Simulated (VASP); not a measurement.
## CdSe with PBE: from relaxation to properties

Wanted: the relaxed cell of CdSe and its properties. The steps: relaxing cell and atoms (PBE), second relaxation, density, ELF and potential (PBE), band structure (PBE), density of states (PBE), volume scan with PBE, fit for PBE and vibrations at Γ (PBE). The start is a computed cell from the Materials Project.

Calculated with VASP 6.6.1; PBE; plane waves and PAW (Cd, Se).

Report form: the programs' logs are mostly left out.

## 1. Starting point

Before any relaxation, the start is as follows. Symmetry: F-43m, No. 216, cubic system. The conventional cell has a = 6.141 Å, b = 6.141 Å, c = 6.141 Å, α = 90.00°, β = 90.00°, γ = 90.00°. Nearest to Cd lie 4 Se at 2.66 Å. Nearest to Se lie 4 Cd at 2.66 Å. Farther neighbours and most contacts between anions are not listed.

As a file:

```xyz
2
Lattice="0.0000 3.0703 3.0703 3.0703 0.0000 3.0703 3.0703 3.0703 0.0000" Properties=species:S:1:pos:R:3 pbc="T T T"
Cd    0.0000    0.0000    0.0000
Se    4.6054    4.6054    4.6054
```

## 2. Relaxing cell and atoms (PBE)

The start need not lie at this functional's minimum. ISIF = 3 frees volume, shape and positions, and EDIFFG sets the threshold on forces and stress at which the search stops. PBE, the usual starting point, adds the gradient of the density.

Input file INCAR:

```
SYSTEM = CdSe
PREC = Accurate
ENCUT = 400
EDIFF = 1E-06
NELM = 100
ISMEAR = 0
SIGMA = 0.05
LREAL = .FALSE.
ALGO = Normal
GGA = PE
NBANDS = 15
LORBIT = 11
LWAVE = .FALSE.
LCHARG = .FALSE.
KPAR = 2
IBRION = 2
NSW = 60
ISIF = 3
EDIFFG = -0.01
```

Input file POSCAR:

```
CdSe
1.0
    0.0000000000      3.0702711986      3.0702711986
    3.0702711986      0.0000000000      3.0702711986
    3.0702711986      3.0702711986      0.0000000000
Cd Se
1 1
Direct
    0.0000000000      0.0000000000      0.0000000000
    0.7500000000      0.7500000000      0.7500000000
```

Input file KPOINTS:

```
Automatic mesh
0
Gamma
6 6 6
0 0 0
```

Potentials, in the order of the species: Cd and Se (PBE family, release 64).

Run with:

```
$ mpirun -np 2 vasp_std
```

The job ended after 10 s (2 MPI ranks of Intel Xeon Platinum 8259CL at 2.50GHz (Skylake/Cascade Lake), shared host; peak memory 0.3 GiB; 19 s of CPU time).

The gap is read on the k-mesh alone, so it is an upper bound where the band edges lie off the mesh. The run keeps the 24 symmetry operations of its start, so it cannot find a distortion of lower symmetry.

Step by step:

```tsv
step	energy less that of the first step (eV)	largest force (eV/Å)	pressure (GPa)	volume (Å³)
1	0.0000	0.0000	1.21	57.88
2	-0.0047	0.0000	-0.35	59.74
3	-0.0052	0.0000	-0.01	59.29
```

```tsv
conventional cell, symmetrised	before	after	change
a (Å)	6.141	6.190	+0.8 %
b (Å)	6.141	6.190	+0.8 %
c (Å)	6.141	6.190	+0.8 %
volume (Å³/atom)	28.94	29.65	+2.4 %
```

The relaxed structure:

```xyz
2
Lattice="0.0000 3.0950 3.0950 3.0950 0.0000 3.0950 3.0950 3.0950 0.0000" Properties=species:S:1:pos:R:3 pbc="T T T"
Cd    0.0000    0.0000    0.0000
Se    4.6425    4.6425    4.6425
```

Numbers from this step:

- electrons: 18
- bands: 15
- irreducible k-points: 16
- symmetry operations: 24
- free energy (TOTEN): -5.488 eV
- Fermi energy: 0.7975 eV
- pressure: -0.008063 GPa
- metallic: no
- valence top at k: 0, 0, 0
- conduction bottom at k: 0, 0, 0
- least direct gap at k: 0, 0, 0
- SCF cycles over all ionic steps: 26
- gap on the k-mesh: 0.4954 eV
- least direct gap on the k-mesh: 0.4954 eV

It ends with forces that vanish by symmetry and a pressure of -0.01 GPa.

## 3. Second relaxation

A relaxation keeps the plane waves of the cell it began with, so it is repeated from the new cell, on a basis made for it.

INCAR is that of step 2.

Input file POSCAR:

```
CdSe
1.0
    0.0000000000      3.0949873672      3.0949873672
    3.0949873672      0.0000000000      3.0949873672
    3.0949873672      3.0949873672      0.0000000000
Cd Se
1 1
Direct
    0.0000000000      0.0000000000      0.0000000000
    0.7500000000      0.7500000000      0.7500000000
```

KPOINTS is that of step 2.

Run with:

```
$ mpirun -np 2 vasp_std
```

Elapsed: 6 s, on 2 MPI ranks; peak memory 0.31 GiB.

Little changed from the start: no atom moved by 0.005 Å and no cell edge by 0.1 %.

This step gave:

| Property | Result |
| --- | --- |
| free energy (TOTEN) | -5.492 eV |
| Fermi energy | 0.797 eV |
| pressure | 0.03338 GPa |
| SCF cycles over all ionic steps | 12 |
| gap on the k-mesh | 0.4953 eV |
| least direct gap on the k-mesh | 0.4953 eV |

It ends with forces that vanish by symmetry and a pressure of 0.03 GPa. The volume moved by under 0.01 %: the run met its threshold at the first step.

## 4. Density, ELF and potential (PBE)

A single point on the relaxed cell gives a clean self-consistent state, with density, ELF and potential written out.

Changes to INCAR since step 3:

```diff
@@ -13,7 +13,5 @@
 LWAVE = .FALSE.
-LCHARG = .FALSE.
-KPAR = 2
-IBRION = 2
-NSW = 60
-ISIF = 3
-EDIFFG = -0.01
+LCHARG = .TRUE.
+ISIF = 2
+LELF = .TRUE.
+LVHAR = .TRUE.
```

POSCAR is that of step 3.

KPOINTS is that of step 3.

Run with:

```
$ mpirun -np 2 vasp_std
```

Elapsed: 6.8 s, on 2 MPI ranks; peak memory 0.27 GiB.

Numbers from this step:

```
SCF cycles                     : 12
bands                          : 16
Fermi energy                   : 0.8279 eV
pressure                       : 0.02979 GPa
gap on the k-mesh              : 0.4954 eV
least direct gap on the k-mesh : 0.4954 eV
```

Valence electrons inside each PAW sphere by angular momentum. Sphere charges, by row:

```tsv
atom	s (e)	p (e)	d (e)	tot (e)
Cd1	0.437	0.287	9.551	10.27
Se2	1.445	2.371	0.019	3.835
```

Electrostatic potential energy in the ac plane of a cell with a along [110], b along [-110] and c along [001] of the cube at fractional y = 0.000, with atoms of Cd and Se within 0.2 Å of it. With pseudopotentials it is smooth inside the atoms' cores, unlike the true potential.

Values in eV, 9 rows by 16 columns, each cell a mean:
```
-13  -9   0   4   4   2  -7 -12 -13  -9   0   4   4   2  -7 -12
 -4   0   3   4   4   3   1  -3  -4   0   3   4   4   3   1  -3
  4   4   4   4   4   4   4   4   4   4   4   4   4   4   4   4
  5   5   5   4   4   4   5   5   5   5   5   4   4   4   5   5
  5   5   4   3   3   4   5   5   5   5   4   3   3   4   5   5
  5   4  -2 -21 -25  -7   3   5   5   4  -2 -21 -25  -7   3   5
  3   2 -16 -39 -32 -29   0   3   3   2 -16 -39 -32 -29   0   3
 -7  -3  -7 -31 -34 -14  -2  -6  -7  -3  -7 -31 -34 -14  -2  -6
-14 -10  -1   1   0   0  -8 -13 -14 -10  -1   1   0   0  -8 -13
```
Columns run along a (8.8 Å; values clipped at the 3rd and 97th percentile), rows up along c (6.2 Å), edges of the conventional cell, whose origin can differ from the input's. Atoms in or near the plane, at fractional coordinates: Cd at (0.50, 0.00), Cd at (0.00, 0.00), Se at (0.75, 0.25), Se at (0.25, 0.25).

Valence density in the ac plane of a cell with a along [110], b along [-110] and c along [001] of the cube at fractional y = 0.000, with atoms of Cd and Se within 0.2 Å of it. It is the smooth field of the valence electrons, not physical close to the nuclei.

Ten steps, logarithmic in the rise over the least value, from '_' (-0.1 e/Å³) to '@' (8.7 e/Å³), each cell a mean:
```
@@%%++--::::::::::--**%%@@@@##==::::::::::::==##@@
##**==::::::::::::::==**####++--::::::::::::--++##
====--::::......::::--======--::::::....::::::--==
::::::::..........::::::::::::::::........::::::::
::::::..............::::::::::::............::::::
::::..................::::::::................::::
..........::::::....................::::..........
......::::::::::::::............::::::::::::......
....::::::::::::::::::........::::::::::::::::....
....::::----==----::::......::::----====--::::::..
..::::--==++++++==--::::..::::::--==++++==--::::::
::::::==++======++==::::::::::--==++====++==--::::
::::--==++==__==++==--::::::::--==++::::++==--::::
------==++====++++==------------==++====++==------
**++======++++++======++**++==--==++++++====--==++
%%##++----======----++##%%%%**==----====----==**%%
@@%%**--------------**%%@@@@##==------------==##@@
```
Columns run along a (8.8 Å), rows up along c (6.2 Å), edges of the conventional cell, whose origin can differ from the input's. Atoms in or near the plane, at fractional coordinates: Cd at (0.50, 0.00), Cd at (0.00, 0.00), Se at (0.75, 0.25), Se at (0.25, 0.25).

ELF in the ac plane of a cell with a along [110], b along [-110] and c along [001] of the cube at fractional y = 0.000, with atoms of Cd and Se within 0.2 Å of it. It is the smooth field of the valence electrons, not physical close to the nuclei.

Values, 9 rows by 16 columns, each cell a mean:
```
0.10 0.24 0.17 0.14 0.14 0.15 0.24 0.14 0.10 0.24 0.17 0.14 0.14 0.15 0.24 0.14
0.20 0.17 0.09 0.03 0.02 0.07 0.15 0.19 0.20 0.17 0.09 0.03 0.02 0.07 0.15 0.19
0.08 0.05 0.02 0.01 0.01 0.02 0.04 0.07 0.08 0.05 0.02 0.01 0.01 0.02 0.04 0.07
0.02 0.01 0.03 0.06 0.07 0.04 0.02 0.02 0.02 0.01 0.03 0.06 0.07 0.04 0.02 0.02
0.01 0.07 0.28 0.48 0.52 0.35 0.12 0.02 0.01 0.07 0.28 0.48 0.52 0.35 0.12 0.02
0.05 0.33 0.69 0.81 0.81 0.75 0.46 0.09 0.05 0.33 0.69 0.81 0.81 0.75 0.46 0.09
0.13 0.48 0.82 0.70 0.62 0.83 0.63 0.18 0.13 0.48 0.82 0.70 0.62 0.83 0.63 0.18
0.21 0.28 0.72 0.82 0.80 0.80 0.39 0.21 0.21 0.28 0.72 0.82 0.80 0.80 0.39 0.21
0.05 0.20 0.30 0.61 0.65 0.40 0.22 0.08 0.05 0.20 0.30 0.61 0.65 0.40 0.22 0.08
```
Columns run along a (8.8 Å), rows up along c (6.2 Å), edges of the conventional cell, whose origin can differ from the input's. Atoms in or near the plane, at fractional coordinates: Cd at (0.50, 0.00), Cd at (0.00, 0.00), Se at (0.75, 0.25), Se at (0.25, 0.25).

In this run the pressure is 0.03 GPa, small enough to go on.

## 5. Band structure (PBE)

Levels along the symmetry lines show where the bands peak and cross; KPOINTS_OPT computes them in the converged potential.

Input file INCAR:

```
SYSTEM = CdSe
PREC = Accurate
ENCUT = 400
EDIFF = 1E-06
NELM = 100
ISMEAR = 0
SIGMA = 0.05
LREAL = .FALSE.
ALGO = Normal
GGA = PE
NBANDS = 21
LORBIT = 11
LWAVE = .FALSE.
LCHARG = .FALSE.
KPAR = 2
```

POSCAR is that of step 4.

KPOINTS is that of step 4.

Input file KPOINTS_OPT:

```
Line mode
16
Line-mode
Reciprocal
  0.00000000   0.00000000   0.00000000 GAMMA
  0.50000000   0.00000000   0.50000000 X

  0.50000000   0.00000000   0.50000000 X
  0.50000000   0.25000000   0.75000000 W

  0.50000000   0.25000000   0.75000000 W
  0.37500000   0.37500000   0.75000000 K

  0.37500000   0.37500000   0.75000000 K
  0.00000000   0.00000000   0.00000000 GAMMA

  0.00000000   0.00000000   0.00000000 GAMMA
  0.50000000   0.50000000   0.50000000 L

  0.50000000   0.50000000   0.50000000 L
  0.62500000   0.25000000   0.62500000 U

  0.62500000   0.25000000   0.62500000 U
  0.50000000   0.25000000   0.75000000 W

  0.50000000   0.25000000   0.75000000 W
  0.50000000   0.50000000   0.50000000 L

  0.50000000   0.50000000   0.50000000 L
  0.37500000   0.37500000   0.75000000 K

  0.62500000   0.25000000   0.62500000 U
  0.50000000   0.00000000   0.50000000 X
```

Run with:

```
$ mpirun -np 2 vasp_std
```

Run time: 38 s. Hardware: 2 MPI ranks; peak memory 0.33 GiB.

Spin-orbit coupling is off here; it would split degenerate levels, and it lifts a valence top of Se p states by about 0.1 eV.

This step gave:

```yaml
bands: 21
fermi_energy: 0.7546 eV
pressure: 0.03598 GPa
least_gap_on_mesh_and_path: 0.4951 eV
least_direct_gap_on_mesh_and_path: 0.4955 eV
```

The electronic bands at the labelled points (eV, zero at the valence-band top; v1 is the highest filled band, c1 the lowest empty one):

```tsv
point	v4	v3	v2	v1	c1	c2	c3	c4
Γ	-7.45	0.00	0.00	0.00	0.50	5.92	5.92	5.92
0.53 of the way	-7.43	-2.62	-1.02	-1.02	3.28	4.13	7.71	7.71
X	-7.14	-3.85	-1.68	-1.68	3.23	3.69	8.87	9.90
0.47 of the way	-7.09	-3.81	-1.85	-1.83	3.84	4.13	8.35	8.36
W	-7.03	-3.75	-2.05	-2.00	4.80	5.22	6.37	7.60
0.47 of the way	-7.05	-3.76	-2.22	-1.66	4.27	5.06	7.04	7.93
K	-7.07	-3.78	-2.30	-1.38	3.70	5.04	8.13	8.46
0.47 of the way	-7.40	-2.95	-1.40	-0.44	3.15	5.70	6.26	6.69
Γ	-7.45	0.00	0.00	0.00	0.50	5.92	5.92	5.92
0.47 of the way	-7.45	-2.36	-0.33	-0.33	2.14	5.80	6.39	6.39
L	-7.20	-4.09	-0.68	-0.68	2.32	6.42	6.42	7.26
0.47 of the way	-7.14	-3.94	-1.59	-0.92	3.32	5.64	7.06	7.28
U	-7.07	-3.78	-2.30	-1.38	3.70	5.04	8.13	8.46
0.47 of the way	-7.05	-3.76	-2.24	-1.61	4.15	5.06	7.19	8.00
W	-7.03	-3.75	-2.05	-2.00	4.80	5.22	6.37	7.60
0.47 of the way	-7.11	-3.85	-1.90	-1.16	3.83	5.44	6.66	8.01
L	-7.20	-4.09	-0.68	-0.68	2.32	6.42	6.42	7.26
0.47 of the way	-7.14	-3.94	-1.59	-0.92	3.32	5.64	7.06	7.28
K	-7.07	-3.78	-2.30	-1.38	3.70	5.04	8.13	8.46
jump to U	-7.07	-3.78	-2.30	-1.38	3.70	5.04	8.13	8.46
0.53 of the way	-7.11	-3.83	-1.91	-1.61	3.44	4.00	8.61	9.42
X	-7.14	-3.85	-1.68	-1.68	3.23	3.69	8.87	9.90
```

Of the projections kept (Cd, Se), the largest for each band there; the rest of the weight can lie on other orbitals:

```tsv
point	v4	v3	v2	v1	c1	c2	c3	c4
Γ	Cd 1.00	Se 0.83	Se 0.83	Se 0.83	Cd 0.61	Cd 0.75	Cd 0.75	Cd 0.75
X	Cd 0.94	Cd 0.51	Se 0.81	Se 0.81	Cd 0.67	Cd 0.63	Se 0.83	Cd 0.50
W	Cd 0.94	Se 0.52	Se 0.76	Se 0.81	Se 0.53	Se 0.67	Cd 0.68	Se 0.57
K	Cd 0.94	Se 0.52	Se 0.77	Se 0.81	Cd 0.63	Se 0.59	Se 0.77	Se 0.51
Γ	Cd 1.00	Se 0.83	Se 0.83	Se 0.83	Cd 0.61	Cd 0.75	Cd 0.75	Cd 0.75
L	Cd 0.96	Se 0.59	Se 0.82	Se 0.82	Cd 0.66	Cd 0.66	Cd 0.66	Se 0.80
```

The path finds the gap of the mesh within 0.02 eV, so the mesh comes close to both band edges.

## 6. Density of states (PBE)

A density of states needs more k-points than a total energy; ISMEAR = -5 takes tetrahedra, and LORBIT projects the states on the PAW spheres. The mesh is finer than in the run before.

Changes to INCAR since step 5:

```diff
@@ -5,3 +5,3 @@
 NELM = 100
-ISMEAR = 0
+ISMEAR = -5
 SIGMA = 0.05
@@ -15 +15,2 @@
 KPAR = 2
+NEDOS = 2001
```

POSCAR is that of step 5.

Input file KPOINTS:

```
Automatic mesh
0
Gamma
9 9 9
0 0 0
```

Run with:

```
$ mpirun -np 2 vasp_std
```

Wall time 16 s (2 MPI ranks); peak memory 0.33 GiB; 28 s of CPU time.

Numbers from this step:

* irreducible k-points: 35
* free energy (TOTEN): -5.496 eV
* Fermi energy: 0.5507 eV
* pressure: 0.02361 GPa
* gap on the k-mesh: 0.4977 eV
* least direct gap on the k-mesh: 0.4977 eV

The density of states has structure finer than the step of the table below, so its rows give means over 1 eV, whole bins alone (the curve runs from -12.0 to 8.41 eV). Peaks (eV: height): total -7.6: 29.0, -7.5: 35.5, -3.7: 6.15; Se p -7.6: 0.496, -3.7: 1.64, -0.8: 1.17, 6.7: 0.375; Cd s -3.7: 1.31, 3.8: 0.314; Cd p -1.7: 0.177, 5.5: 0.212, 6.7: 0.614; Cd d -7.6: 26.4, -7.5: 33.5.

States under -12.0 eV and over 8.4 eV are left out. Density of states against energy, zero at the valence-band top; means over each step; values in states/eV/cell:

```tsv
energy (eV)	total	Se p	Cd s	Cd p	Cd d	Se s
-9	0	0	0	0	0	0
-8	5.44	0.0843	0.00347	0.00246	4.98	0.00297
-7	4.55	0.0120	0.00778	0.00235	4.21	0.0663
-6	0	0	0	0	0	0
-5	0	0	0	0	0	0
-4	1.22	0.325	0.247	0.0141	0.0270	0.0114
-3	0.578	0.154	0.0984	0.00897	0.0307	0.0195
-2	1.58	0.601	0.0377	0.0982	0.0648	0.0113
-1	2.30	1.03	0.0169	0.129	0.122	0.00500
0	0.317	0.160	6.9e-4	0.0117	0.0240	2.5e-4
1	0.0130	0.00215	0.00279	1.7e-4	1.4e-4	0.00172
2	0.156	0.0294	0.0316	0.00455	0.00134	0.0157
3	0.779	0.126	0.162	0.0333	0.00686	0.0561
4	1.30	0.192	0.232	0.0686	0.0265	0.0428
5	1.09	0.145	0.0801	0.0952	0.0303	0.00881
6	1.19	0.103	0.0239	0.173	0.0276	0.00801
7	2.14	0.235	0.0262	0.311	0.0507	0.0248
```

The gap on this mesh is 0.50 eV. In the top eV of the valence band the largest shares in the PAW spheres are Se p 48 % and Cd d 6 %; in the lowest eV of the conduction band, Cd s 22 %, Se p 16 % and Se s 13 %. The rest lies in smaller channels or between the spheres.

## 7. Volume scan with PBE, volume scale 0.94

An equation of state needs energies on both sides of the minimum, all on one mesh and cutoff.

Input file INCAR:

```
SYSTEM = CdSe
PREC = Accurate
ENCUT = 400
EDIFF = 1E-06
NELM = 100
ISMEAR = 0
SIGMA = 0.05
LREAL = .FALSE.
ALGO = Normal
GGA = PE
NBANDS = 15
LORBIT = 11
LWAVE = .FALSE.
LCHARG = .FALSE.
KPAR = 2
ISIF = 2
```

Input file POSCAR:

```
CdSe
1.0
    0.0000000000      3.0318066316      3.0318066316
    3.0318066316      0.0000000000      3.0318066316
    3.0318066316      3.0318066316      0.0000000000
Cd Se
1 1
Direct
    0.0000000000      0.0000000000      0.0000000000
    0.7500000000      0.7500000000      0.7500000000
```

Input file KPOINTS:

```
Automatic mesh
0
Gamma
6 6 6
0 0 0
```

Run with:

```
$ mpirun -np 2 vasp_std
```

It took 5.4 s on 2 MPI ranks; peak memory 0.28 GiB; 9.4 s of CPU time.

The scan keeps the cell's shape and the fractional positions fixed.

This step gave:

| Quantity | Value |
| --- | --- |
| bands | 15 |
| irreducible k-points | 16 |
| free energy (TOTEN) | -5.448 eV |
| Fermi energy | 1.237 eV |
| pressure | 3.350 GPa |
| gap on the k-mesh | 0.6241 eV |
| least direct gap on the k-mesh | 0.6241 eV |

The pressure here is 3.35 GPa.

## 8. Volume scan with PBE, volume scale 0.96

INCAR is that of step 7.

Input file POSCAR:

```
CdSe
1.0
    0.0000000000      3.0531580860      3.0531580860
    3.0531580860      0.0000000000      3.0531580860
    3.0531580860      3.0531580860      0.0000000000
Cd Se
1 1
Direct
    0.0000000000      0.0000000000      0.0000000000
    0.7500000000      0.7500000000      0.7500000000
```

KPOINTS is that of step 7.

Run with:

```
$ mpirun -np 2 vasp_std
```

Elapsed: 7.6 s, on 2 MPI ranks; peak memory 0.29 GiB.

This step gave:

```yaml
free_energy_toten: -5.471 eV
fermi_energy: 1.085 eV
pressure: 2.117 GPa
gap_on_the_k_mesh: 0.5803 eV
least_direct_gap_on_the_k_mesh: 0.5803 eV
```

The pressure falls from 3.35 to 2.12 GPa.

The run ends at a pressure of 2.12 GPa.

## 9. Volume scan with PBE, volume scale 0.98

INCAR is that of step 8.

Input file POSCAR:

```
CdSe
1.0
    0.0000000000      3.0742150140      3.0742150140
    3.0742150140      0.0000000000      3.0742150140
    3.0742150140      3.0742150140      0.0000000000
Cd Se
1 1
Direct
    0.0000000000      0.0000000000      0.0000000000
    0.7500000000      0.7500000000      0.7500000000
```

KPOINTS is that of step 8.

Run with:

```
$ mpirun -np 2 vasp_std
```

The job ended after 5.6 s (2 MPI ranks; peak memory 0.28 GiB).

The pressure falls from 2.12 to 1.02 GPa.

The run ends at a pressure of 1.02 GPa.

## 10. Volume scan with PBE, volume scale 1

INCAR is that of step 9.

Input file POSCAR:

```
CdSe
1.0
    0.0000000000      3.0949873672      3.0949873672
    3.0949873672      0.0000000000      3.0949873672
    3.0949873672      3.0949873672      0.0000000000
Cd Se
1 1
Direct
    0.0000000000      0.0000000000      0.0000000000
    0.7500000000      0.7500000000      0.7500000000
```

KPOINTS is that of step 9.

Run with:

```
$ mpirun -np 2 vasp_std
```

The job ended after 7.8 s (2 MPI ranks; peak memory 0.3 GiB; 14 s of CPU time).

The pressure falls from 1.02 to 0.03 GPa.

The run ends at a pressure of 0.03 GPa.

[end of part 1 of 2]

[Lines on the potential files, build, host, timing and source positions are cut from VASP's logs without a mark.]

[Logs are printed without paths, hosts, clocks, repeated set-up lines and the standing remarks that a program may print on its own settings, such as how far it seeks lower states.]

[Hosts, paths, dates, database ids (printed as entryN), source tags and the programs' standing remarks are cut or masked in the printed files.]

[A measured line is paired with the nearest computed mode of its activity, which favours agreement.]
